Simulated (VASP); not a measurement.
Wanted: the native input for a VASP 6.6.1 run.

| Quantity | Value |
| --- | --- |
| Task | relaxation of cell and atoms |
| Functional | PBE |
| Dispersion | D3(BJ) |
| Potentials or basis | VASP PAW PBE potentials, release 64 (Ga_d) |
| Cutoff | 600 eV |
| k mesh | 10 × 10 × 8 |
| Occupations | methfessel-paxton, width 0.1 eV |
| Spin | no spin polarisation |
| Further INCAR settings | ALGO = Normal; EDIFF = 1e-07; IBRION = 2; EDIFFG = -0.005; NSW = 90; ISIF = 3 |

The structure of Ga lies in POSCAR:

```
Ga                                      
1.0
    2.2677997043     -3.8099449236      0.0000000000
    2.2677997043      3.8099449236     -0.0000000000
    0.0000000000      0.0000000000      4.4958042662
  Ga            
     4
Direct
     0.8441425498861959    0.1558574501138041    0.0838068848488624
     0.6558574501138041    0.3441425498861959    0.5838068848488622
     0.1558574501138041    0.8441425498861959    0.9161931151511378
     0.3441425498861959    0.6558574501138041    0.4161931151511377
```

The input as run:

INCAR

```
SYSTEM = Ga
  PREC = Accurate
  ENCUT = 600
  EDIFF = 1E-7
  ISMEAR = 1
  SIGMA = 0.1
  LREAL = .False.
  LASPH = .True.
  NELM = 80
  ALGO = Normal
  ISIF = 3
  LWAVE = .False.
  LCHARG = .False.
  GGA = PE
  IVDW = 12
  IBRION = 2
  NSW = 90
  EDIFFG = -0.005
  KPAR = 2
```

KPOINTS

```
regular mesh
0
Gamma
  10 10 8
  0 0 0
```

Potentials or basis: VASP PAW PBE potentials, release 64 (Ga_d).

Launch:

```sh
$ cat potpaw_PBE.64/Ga_d/POTCAR > POTCAR
$ mpirun -np 2 vasp_std > vasp.out
```

It gave:

The relaxed volume is 19.43 Å³/atom. The relaxed cell is a = 4.435 Å, b = 4.435 Å, c = 4.496 Å, α = 90.00°, β = 90.00°, γ = 118.48° and the space group after relaxing (to 0.05 Å) is Cmce (No. 64). The energy gained by relaxing is 0.0 meV/atom, the ionic steps are 2 and the pressure after relaxing is 0.0 GPa. The band gap on the k mesh is none (metal or under the smearing width) and the dispersion energy per atom is -0.298 eV.

Caveat: pairwise dispersion overbinds metals, which lowers pressure and volume.

Wall time 7 min on 2 MPI ranks on AMD EPYC 7R43 64-Core Processor (Zen 3), with other jobs on the host, peak memory 0.42 GiB a rank.
